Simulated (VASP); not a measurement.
Method: PBE GGA, VASP's PBE PAW potentials (set 64) (plane waves; VASP).

VASP ran on this input.

KPOINTS:
```
Automatic mesh
0
Gamma
6 6 1
0 0 0
```

### INCAR
```
! general
SYSTEM  = Tb
PREC    = Accurate
ENCUT   = 300
LREAL   = .False.
LASPH   = .True.

! electronic loop
EDIFF   = 1E-6
NELM    = 100
ALGO    = Normal
LMAXMIX = 6

! smearing
ISMEAR  = -1
SIGMA   = 0.1

! functional
GGA     = PE

! spin
ISPIN   = 2
MAGMOM  = 6.0 6.0 6.0 6.0

! ions
ISIF    = 2

! output
LWAVE   = .False.
LCHARG  = .False.
LORBIT  = 11

! other
LDIPOL  = .True.
IDIPOL  = 3
DIPOL   = 0.5 0.5 0.5
```

POSCAR:
```
Tb
1
    3.5791780000     0.0000000000     0.0000000000
   -1.7895890000     3.0996590000     0.0000000000
    0.0000000000     0.0000000000    22.6371000000
Tb
4
Direct
 -0.0029670000   0.0037210000   0.6910460000
 -0.0028240000  -0.0105750000   0.4366080000
  0.3397010000   0.6744060000   0.3091450000
  0.6660900000   0.3324480000   0.5631970000
```

POTCAR, in this order: Tb (PBE.64 set). Program: vasp_std.

What VASP printed:

OUTCAR:
```
 ion  position               nearest neighbor table
   1  0.997  0.004  0.691-   4 3.54
   2  0.997  0.989  0.437-   4 3.52   3 3.53   3 3.53   4 3.54   4 3.55
   3  0.340  0.674  0.309-   2 3.53   2 3.53
   4  0.666  0.332  0.563-   2 3.52   2 3.54   1 3.54   2 3.55
  LATTYP: Found a hexagonal cell.
 ALAT       =     3.5791780000
 C/A-ratio  =     6.3246644900
 Subroutine PRICEL returns:
 Original cell was already a primitive cell.
 Subroutine GETGRP returns: Found  1 space group operations
The static configuration has the point symmetry C_1 .
The dynamic configuration has the point symmetry C_1 .
The overall configuration has the point symmetry C_1 .
 Subroutine INISYM returns: Found  1 space group operations
 Subroutine IBZKPT returns following result:
 Found     20 irreducible k-points:

 Following reciprocal coordinates:
            Coordinates               Weight
  0.000000  0.000000  0.000000      1.000000
  0.166667  0.000000  0.000000      2.000000
  0.000000  0.166667  0.000000      2.000000
 -0.166667  0.166667  0.000000      2.000000
  0.333333  0.000000  0.000000      2.000000
  0.000000  0.333333  0.000000      2.000000
 -0.333333  0.333333  0.000000      2.000000
  0.500000  0.000000  0.000000      1.000000
  0.000000  0.500000  0.000000      1.000000
  0.500000  0.500000  0.000000      1.000000
  0.166667  0.166667  0.000000      2.000000
 -0.166667  0.333333  0.000000      2.000000
 -0.333333  0.166667  0.000000      2.000000
  0.333333  0.166667  0.000000      2.000000
 -0.166667  0.500000  0.000000      2.000000
  0.500000  0.333333  0.000000      2.000000
 -0.333333  0.500000  0.000000      2.000000
  0.166667  0.333333  0.000000      2.000000
  0.500000 -0.166667  0.000000      2.000000
  0.333333  0.333333  0.000000      2.000000
   k-points           NKPTS =     20   k-points in BZ     NKDIM =     20   number of bands    NBANDS=     57
   number of dos      NEDOS =    301   number of ions     NIONS =      4
   total plane-waves  NPLWV =  51200
   dimension x,y,z NGX =    20 NGY =   20 NGZ =  128
   dimension x,y,z NGXF=    40 NGYF=   40 NGZF=  256
   ions per type =               4
   PREC   = accura    normal or accurate (medium, high low for compatibility)
   ISTART =      0    job   : 0-new  1-cont  2-samecut
   ICHARG =      2    charge: 1-file 2-atom 10-const
   ISPIN  =      2    spin polarized calculation?
   LNONCOLLINEAR =      F non collinear calculations
   LSORBIT =      F    spin-orbit coupling
   INIWAV =      1    electr: 0-lowe 1-rand  2-diag
   ENCUT  =  300.0 eV  22.05 Ry    4.70 a.u.   5.05  5.05 31.97*2*pi/ulx,y,z
   NELM   =    100;   NELMIN=  2; NELMDL= -5     # of ELM steps
   EDIFF  = 0.1E-05   stopping-criterion for ELM
   LREAL  =      F    real-space projection
   NLSPLINE    = F    spline interpolate recip. space projectors
   LMAXMIX     =    6 max onsite mixed and CHGCAR
   VOSKOWN=      0    Vosko Wilk Nusair interpolation
   EDIFFG = 0.1E-04   stopping-criterion for IOM
   NSW    =      0    number of steps for IOM
   NBLOCK =      1;   KBLOCK =      1    inner block; outer block
   IBRION =     -1    ionic relax: 0-MD 1-quasi-New 2-CG
   NFREE  =      0    steps in history (QN), initial steepest desc. (CG)
   ISIF   =      2    stress and relaxation
   ISYM   =      2    0-nonsym 1-usesym 2-fastsym
   TEIN   =    0.0    initial temperature
   TEBEG  =    0.0;   TEEND  =   0.0 temperature during run
   SMASS  =  -3.00    Nose mass-parameter (am)
   PSTRESS=    0.0 pullay stress
   NELECT =      76.0000    total number of electrons
   EFERMI =   0.00;   METHOD = LEGACY
   ISMEAR =    -1;   SIGMA  =   0.10  broadening in eV -4-tet -1-fermi 0-gaus
   IALGO  =     38    algorithm
...
```

### OSZICAR
```
...
DAV:  12    -0.768010582975E+02   -0.23862E+02   -0.61000E+01  7343   0.360E+01    0.349E+02
DAV:  13    -0.138156446528E+03   -0.61355E+02   -0.11085E+03  6894   0.174E+02    0.799E+02
DAV:  14    -0.163924102166E+03   -0.25768E+02   -0.14645E+02  7864   0.465E+01    0.606E+02
DAV:  15    -0.828152866805E+02    0.81109E+02   -0.12268E+02  7171   0.509E+01    0.187E+02
DAV:  16    -0.754044982927E+02    0.74108E+01   -0.21069E+02  8052   0.431E+01    0.706E+02
DAV:  17    -0.729432259709E+02    0.24613E+01   -0.75559E+01  8042   0.401E+01    0.296E+02
DAV:  18    -0.764593255685E+02   -0.35161E+01   -0.14628E+02  6364   0.833E+01    0.217E+02
DAV:  19    -0.704943376713E+02    0.59650E+01   -0.27250E+01  8235   0.230E+01    0.139E+02
DAV:  20    -0.606873235545E+02    0.98070E+01   -0.37513E+01  7222   0.436E+01    0.129E+02
DAV:  21    -0.570707838879E+02    0.36165E+01   -0.19802E+01  7582   0.230E+01    0.112E+02
DAV:  22    -0.521738380358E+02    0.48969E+01   -0.13408E+01  7960   0.581E+01    0.107E+02
DAV:  23    -0.492259859777E+02    0.29479E+01   -0.13514E+01  6664   0.239E+01    0.110E+02
DAV:  24    -0.489479476998E+02    0.27804E+00   -0.26002E+01  6838   0.651E+01    0.117E+02
DAV:  25    -0.401488307251E+02    0.87991E+01   -0.75553E+00  7538   0.125E+01    0.107E+02
DAV:  26    -0.349671232252E+02    0.51817E+01   -0.85067E+00  7430   0.170E+01    0.765E+01
DAV:  27    -0.677243064948E+02   -0.32757E+02   -0.18867E+01  6513   0.404E+01    0.161E+02
DAV:  28    -0.642671439226E+02    0.34572E+01   -0.20006E+00  8488   0.890E+00    0.156E+02
DAV:  29    -0.644591605702E+02   -0.19202E+00   -0.41972E-01  7120   0.649E+00    0.155E+02
DAV:  30    -0.643920017394E+02    0.67159E-01   -0.17274E-01  8920   0.178E+00    0.156E+02
DAV:  31    -0.644813056715E+02   -0.89304E-01   -0.12925E-02  8096   0.117E+00    0.156E+02
DAV:  32    -0.637129250564E+02    0.76838E+00   -0.15663E-02  8336   0.970E-01    0.155E+02
DAV:  33    -0.551306028572E+02    0.85823E+01   -0.80203E-01  6693   0.109E+01    0.141E+02
DAV:  34    -0.492743937351E+02    0.58562E+01   -0.87563E+00  7095   0.150E+01    0.122E+02
DAV:  35    -0.491520315970E+02    0.12236E+00   -0.95596E-01  7479   0.773E+00    0.122E+02
DAV:  36    -0.482639200909E+02    0.88811E+00   -0.60873E-01  8061   0.660E+00    0.122E+02
DAV:  37    -0.485370972442E+02   -0.27318E+00   -0.31535E-01  8478   0.288E+00    0.121E+02
DAV:  38    -0.492205235502E+02   -0.68343E+00   -0.44143E-01  7623   0.373E+00    0.120E+02
DAV:  39    -0.477263429653E+02    0.14942E+01   -0.18607E+00  6840   0.876E+00    0.118E+02
DAV:  40    -0.399349692455E+02    0.77914E+01   -0.20024E+00  7162   0.489E+00    0.115E+02
DAV:  41    -0.300703455155E+02    0.98646E+01   -0.42742E+00  6698   0.793E+00    0.933E+01
DAV:  42    -0.283884534770E+02    0.16819E+01   -0.10263E+00  7713   0.518E+00    0.858E+01
DAV:  43    -0.285237220177E+02   -0.13527E+00   -0.27610E-01  7930   0.280E+00    0.833E+01
DAV:  44    -0.284814593363E+02    0.42263E-01   -0.15592E-01  7833   0.227E+00    0.807E+01
DAV:  45    -0.292418858145E+02   -0.76043E+00   -0.14577E-01  7004   0.207E+00    0.801E+01
DAV:  46    -0.292570761735E+02   -0.15190E-01   -0.27710E-02  8447   0.739E-01    0.795E+01
DAV:  47    -0.292348320048E+02    0.22244E-01   -0.24296E-02  6851   0.917E-01    0.788E+01
DAV:  48    -0.291604491399E+02    0.74383E-01   -0.39773E-02  6301   0.152E+00    0.784E+01
DAV:  49    -0.290873313015E+02    0.73118E-01   -0.52932E-02  6807   0.178E+00    0.781E+01
DAV:  50    -0.290331536430E+02    0.54178E-01   -0.40468E-02  7165   0.123E+00    0.780E+01
DAV:  51    -0.286994184962E+02    0.33374E+00   -0.41417E+01  6307   0.638E+01    0.654E+01
DAV:  52    -0.332139828876E+02   -0.45146E+01   -0.14494E+01  6564   0.251E+01    0.905E+01
DAV:  53    -0.341286117915E+02   -0.91463E+00   -0.19019E+01  6566   0.199E+01    0.476E+01
DAV:  54    -0.363418337935E+02   -0.22132E+01   -0.56395E+00  7447   0.165E+01    0.513E+01
DAV:  55    -0.381537027054E+02   -0.18119E+01   -0.18484E+00  6851   0.103E+01    0.503E+01
DAV:  56    -0.385136593959E+02   -0.35996E+00   -0.39341E+00  7022   0.233E+01    0.496E+01
DAV:  57    -0.377313843077E+02    0.78228E+00   -0.42767E+00  7043   0.158E+01    0.451E+01
DAV:  58    -0.377811981228E+02   -0.49814E-01   -0.54020E-01  8139   0.388E+00    0.455E+01
DAV:  59    -0.377138330194E+02    0.67365E-01   -0.69317E-02  8333   0.116E+00    0.461E+01
DAV:  60    -0.376930783391E+02    0.20755E-01   -0.51112E-03  8238   0.421E-01    0.462E+01
DAV:  61    -0.379698657750E+02   -0.27679E+00   -0.27960E+00  6443   0.115E+01    0.482E+01
DAV:  62    -0.368810680589E+02    0.10888E+01   -0.15555E+00  7213   0.108E+01    0.449E+01
DAV:  63    -0.365946867398E+02    0.28638E+00   -0.39798E-01  7380   0.433E+00    0.442E+01
DAV:  64    -0.363922706833E+02    0.20242E+00   -0.63743E-01  7037   0.702E+00    0.460E+01
DAV:  65    -0.359595542712E+02    0.43272E+00   -0.22220E+00  6439   0.108E+01    0.518E+01
DAV:  66    -0.320353230665E+02    0.39242E+01   -0.68699E+00  6807   0.171E+01    0.501E+01
DAV:  67    -0.307994745199E+02    0.12358E+01   -0.10403E+00  7558   0.952E+00    0.565E+01
DAV:  68    -0.297898485446E+02    0.10096E+01   -0.79351E-01  7743   0.723E+00    0.622E+01
DAV:  69    -0.289621106787E+02    0.82774E+00   -0.13581E-01  8111   0.315E+00    0.629E+01
DAV:  70    -0.274002135331E+02    0.15619E+01   -0.20170E-01  7847   0.303E+00    0.695E+01
DAV:  71    -0.305198860529E+02   -0.31197E+01   -0.21269E+00  6513   0.182E+01    0.745E+01
DAV:  72    -0.344902074555E+02   -0.39703E+01   -0.12230E+00  7195   0.941E+00    0.779E+01
DAV:  73    -0.357011312581E+02   -0.12109E+01   -0.27126E-01  7983   0.447E+00    0.764E+01
DAV:  74    -0.357575185152E+02   -0.56387E-01   -0.93446E-02  8432   0.157E+00    0.732E+01
DAV:  75    -0.333860237521E+02    0.23715E+01   -0.32435E-01  6895   0.762E+00    0.731E+01
DAV:  76    -0.353343058811E+02   -0.19483E+01   -0.24041E+00  6578   0.198E+01    0.782E+01
DAV:  77    -0.363325130637E+02   -0.99821E+00   -0.21145E+00  7227   0.168E+01    0.679E+01
DAV:  78    -0.359857070988E+02    0.34681E+00   -0.70298E-01  8152   0.473E+00    0.655E+01
DAV:  79    -0.357849386757E+02    0.20077E+00   -0.14646E-01  8263   0.249E+00    0.652E+01
DAV:  80    -0.356702408788E+02    0.11470E+00   -0.62462E-02  8736   0.220E+00    0.652E+01
DAV:  81    -0.331640466818E+02    0.25062E+01   -0.12477E+01  6878   0.494E+01    0.715E+01
DAV:  82    -0.323088403594E+02    0.85521E+00   -0.25672E+00  7305   0.179E+01    0.692E+01
DAV:  83    -0.344292352265E+02   -0.21204E+01   -0.13293E+00  7846   0.117E+01    0.755E+01
DAV:  84    -0.354202379124E+02   -0.99100E+00   -0.55649E-01  7507   0.820E+00    0.788E+01
DAV:  85    -0.354700233555E+02   -0.49785E-01   -0.24529E-01  8461   0.367E+00    0.796E+01
DAV:  86    -0.380318816389E+02   -0.25619E+01   -0.17926E+01  7332   0.610E+01    0.135E+02
DAV:  87    -0.397278214549E+02   -0.16959E+01   -0.31611E+01  6994   0.372E+01    0.793E+01
DAV:  88    -0.350650132720E+02    0.46628E+01   -0.19368E+01  7534   0.221E+01    0.781E+01
DAV:  89    -0.332259835082E+02    0.18390E+01   -0.24814E+00  7352   0.168E+01    0.755E+01
DAV:  90    -0.300305919358E+02    0.31954E+01   -0.97318E-01  7582   0.101E+01    0.799E+01
DAV:  91    -0.562489391195E+02   -0.26218E+02   -0.42410E+01  6504   0.924E+01    0.125E+02
DAV:  92    -0.451342609009E+02    0.11115E+02   -0.76437E+01  6357   0.381E+01    0.838E+01
DAV:  93    -0.376723684928E+02    0.74619E+01   -0.18788E+01  7536   0.204E+01    0.505E+01
DAV:  94    -0.384457635616E+02   -0.77340E+00   -0.33652E+00  7288   0.200E+01    0.572E+01
DAV:  95    -0.366006138617E+02    0.18451E+01   -0.26237E+00  7341   0.879E+00    0.454E+01
DAV:  96    -0.366458847473E+02   -0.45271E-01   -0.98765E+00  6964   0.143E+01    0.526E+01
DAV:  97    -0.366649101220E+02   -0.19025E-01   -0.24706E+00  7002   0.141E+01    0.471E+01
DAV:  98    -0.367633325705E+02   -0.98422E-01   -0.40389E-01  7543   0.237E+00    0.475E+01
DAV:  99    -0.369031295676E+02   -0.13980E+00   -0.52090E-02  7255   0.106E+00    0.482E+01
DAV: 100    -0.368756028986E+02    0.27527E-01   -0.84062E-03  8160   0.415E-01
   1 F= -.36875603E+02 E0= -.36524844E+02  d E =-.701518E+00  mag=    22.7157
```

OUTCAR:
```
------------------------ aborting loop EDIFF was not reached (unconverged)  ----------------------------
  FORCE on cell =-STRESS in cart. coord.  units (eV):
  Direction    XX          YY          ZZ          XY          YZ          ZX
  --------------------------------------------------------------------------------------
  Total       68.4059540     63.7799690   -309.7246523     -1.0000112     -0.8993299      0.1844454
  in kB      436.4017472    406.8898726  -1975.9154224     -6.3796589     -5.7373537      1.1766854
  external PRESSURE =    -377.5412675 kB  Pullay stress =       0.0000000 kB
  volume of cell :      251.14
      direct lattice vectors                 reciprocal lattice vectors
     3.579178000  0.000000000  0.000000000     0.279393760  0.161308066  0.000000000
    -1.789589000  3.099659000  0.000000000     0.000000000  0.322616133  0.000000000
     0.000000000  0.000000000 22.637100000     0.000000000  0.000000000  0.044175270
 POSITION                                       TOTAL-FORCE (eV/Angst)
 -----------------------------------------------------------------------------------
      3.56190      0.01153     15.64328         0.018058     -0.010818      0.746101
      1.79841      3.06688      9.88354         0.013337      0.021171     -1.343210
      0.00894      2.09043      6.99815         0.000089     -0.022548      0.908538
      1.78911      1.03048     12.74915        -0.031484      0.012195     -0.311429
 -----------------------------------------------------------------------------------
    total drift:                               -0.068549      0.032361     -2.787450
  FREE ENERGIE OF THE ION-ELECTRON SYSTEM (eV)
  ---------------------------------------------------
  free  energy   TOTEN  =       -36.8756028986 eV

  energy  without entropy=      -36.1740846519  energy(sigma->0) =      -36.52484378

 total charge

# of ion       s       p       d       f       tot
--------------------------------------------------
    1        2.082   5.589   0.443   6.898  15.013
    2        2.088   5.618   0.690   7.477  15.873
    3        2.093   5.621   0.728   9.597  18.038
    4        2.082   5.596   0.500   6.913  15.090
--------------------------------------------------
tot          8.345  22.425   2.361  30.884  64.014

 magnetization (x)

# of ion       s       p       d       f       tot
--------------------------------------------------
    1        0.011  -0.023   0.242   6.859   7.089
    2        0.002  -0.008   0.207   6.305   6.507
    3        0.004  -0.009   0.212   4.158   4.365
    4        0.000   0.011   0.164   6.708   6.884
--------------------------------------------------
tot          0.018  -0.029   0.825  24.030  24.844
```
(Selected blocks of OUTCAR.)

**stdout**
```
...
DAV:  99    -0.369031295676E+02   -0.13980E+00   -0.52090E-02  7255   0.106E+00    0.482E+01
DAV: 100    -0.368756028986E+02    0.27527E-01   -0.84062E-03  8160   0.415E-01

 -----------------------------------------------------------------------------
|                                                                             |
|           W    W    AA    RRRRR   N    N  II  N    N   GGGG   !!!           |
|           W    W   A  A   R    R  NN   N  II  NN   N  G    G  !!!           |
|           W    W  A    A  R    R  N N  N  II  N N  N  G       !!!           |
|           W WW W  AAAAAA  RRRRR   N  N N  II  N  N N  G  GGG   !            |
|           WW  WW  A    A  R   R   N   NN  II  N   NN  G    G                |
|           W    W  A    A  R    R  N    N  II  N    N   GGGG   !!!           |
|                                                                             |
|     The minimum charge density times volume of the cell along the axis      |
|     of the dipole correction is larger 1E-1, which could mean that your     |
|     workfunction is not accurate as there is no field free region in        |
|     your cell. Please consider either increasing the size of your cell      |
|     along the dipole correction (vacuum dimension) or perhaps               |
|     increasing the precision of your calculation.                           |
|                                                                             |
 -----------------------------------------------------------------------------

 -----------------------------------------------------------------------------
|                                                                             |
|           W    W    AA    RRRRR   N    N  II  N    N   GGGG   !!!           |
|           W    W   A  A   R    R  NN   N  II  NN   N  G    G  !!!           |
|           W    W  A    A  R    R  N N  N  II  N N  N  G       !!!           |
|           W WW W  AAAAAA  RRRRR   N  N N  II  N  N N  G  GGG   !            |
|           WW  WW  A    A  R   R   N   NN  II  N   NN  G    G                |
|           W    W  A    A  R    R  N    N  II  N    N   GGGG   !!!           |
|                                                                             |
|     The electronic self-consistency was not achieved in the given           |
|     number of steps (NELM). The forces and other quantities evaluated       |
|     might not be reliable so examine the results carefully. If you find     |
|     spurious results, we suggest increasing NELM, if you were close to      |
|     convergence or switching to a different ALGO or adjusting the           |
|     density mixing parameters otherwise.                                    |
|                                                                             |
 -----------------------------------------------------------------------------

   1 F= -.36875603E+02 E0= -.36524844E+02  d E =-.701518E+00  mag=    22.7157
```

The run did not converge; its last values are not results.

At this cut-off the stress carries a Pulay error, which pulls relaxed volumes low. The cell holds a wide vacuum, so values per volume refer to the whole cell.

The cell is a sheet with vacuum, built from a generated structure.
